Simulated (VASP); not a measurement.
Ta:

```
Ta
1.0
    -1.65128    1.65128    1.65128
     1.65128   -1.65128    1.65128
     1.65128    1.65128   -1.65128
Ta
1
Direct
  0.00000 0.00000 0.00000
```

* Program: VASP 6.6.1
* Task: relaxation of cell and atoms
* Functional: PBE
* Potentials or basis: VASP PAW PBE potentials, release 64 (Ta_pv)
* Cutoff: 520 eV
* k mesh: 26 × 26 × 26
* Occupations: gaussian, width 0.1 eV
* Spin: no spin polarisation

At the start: pressure 3.3 GPa; volume 18.01 Å³/atom.

**Question.** How do energy, volume and symmetry change on relaxing?

**Answer.** Over 16 steps the energy falls by 2.9 meV/atom and the volume is 18.30 Å³/atom (+1.6 %); space group Im-3m (No. 229, to 0.05 Å).

The path:
```csv
step,energy change (eV),largest force (eV/Å),pressure (GPa),volume (Å³)
1,0.0000,0.0000,3.27,18.01
2,0.0120,0.0000,-6.76,18.99
3,-0.0029,0.0000,-0.03,18.30
4,-0.0029,0.0000,0.03,18.30
5,-0.0029,0.0000,0.03,18.30
6,-0.0029,0.0000,0.03,18.30
7,-0.0029,0.0000,0.03,18.30
8,-0.0029,0.0000,0.03,18.30
9,-0.0029,0.0000,0.03,18.30
10,-0.0029,0.0000,0.03,18.30
11,-0.0029,0.0000,0.03,18.30
12,-0.0029,0.0000,0.03,18.30
13,-0.0029,0.0000,0.03,18.30
14,-0.0029,0.0000,0.03,18.30
15,-0.0029,0.0000,0.03,18.30
16,-0.0029,0.0000,0.00,18.30
```

Final structure:
```cif
data_structure
_symmetry_space_group_name_H-M 'P 1'
_symmetry_Int_Tables_number 1
_cell_length_a 2.8754
_cell_length_b 2.8754
_cell_length_c 2.8754
_cell_angle_alpha 109.471
_cell_angle_beta 109.471
_cell_angle_gamma 109.471
_cell_volume 18.30
loop_
_atom_site_label
_atom_site_type_symbol
_atom_site_fract_x
_atom_site_fract_y
_atom_site_fract_z
_atom_site_occupancy
Ta1 Ta 0.00000 0.00000 0.00000 1
```
